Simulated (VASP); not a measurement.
HfO2 (relaxed from the 3R-MoS2 structure, space group R3m): computed properties

Computed with r2SCAN meta-GGA, VASP's PBE PAW potentials (set 64) (plane waves; VASP).

```
Property                                                                                             Result
---------------------------------------------  ------------------------------------------------------------
space group                                                                                       R3m (160)
cell                                           a = b = 3.0909 Å, c = 14.6385 Å, α = β = 90.00°, γ = 120.00°
volume per atom                                                                               13.46 Å³/atom
band gap (over mesh and band path)                                                                  1.90 eV
smallest direct gap (over mesh and band path)                                                       2.44 eV
band-edge character                                                             indirect, Γ to Γ-S0 at 0.71
density                                                                                          8.66 g/cm³
```

HfO₂ is modelled in the trigonal space group R3m, hexagonal axes (No. 160), Pearson symbol hR3. Conventional cell: a = 3.091 Å, b = 3.091 Å, c = 14.638 Å, α = 90.00°, β = 90.00°, γ = 120.00°. Hf on 3a has 6 O at 2.120–2.123 Å. O1 on 3a is coordinated by 3 Hf at 2.123 Å (trigonal pyramidal). O2 on 3a is surrounded by 3 Hf at 2.120 Å (trigonal pyramidal). (Neighbours: up to the widest gap in distance over summed covalent radii, below 1.35, at either atom; cation-cation and far metal-metal contacts left out.)
(The calculation used a cell of 3 atoms; values per cell refer to that cell.)

Unless said otherwise, spin-orbit coupling is left out, though it shifts the bands of the heavy elements here.

The structure was generated: HfO2 was put into the 3R-MoS2 type (R3m), which need not be its known phase. It was relaxed first, which changed the volume by +28 %. Symmetry was kept, so distortions that lower it aren't found.
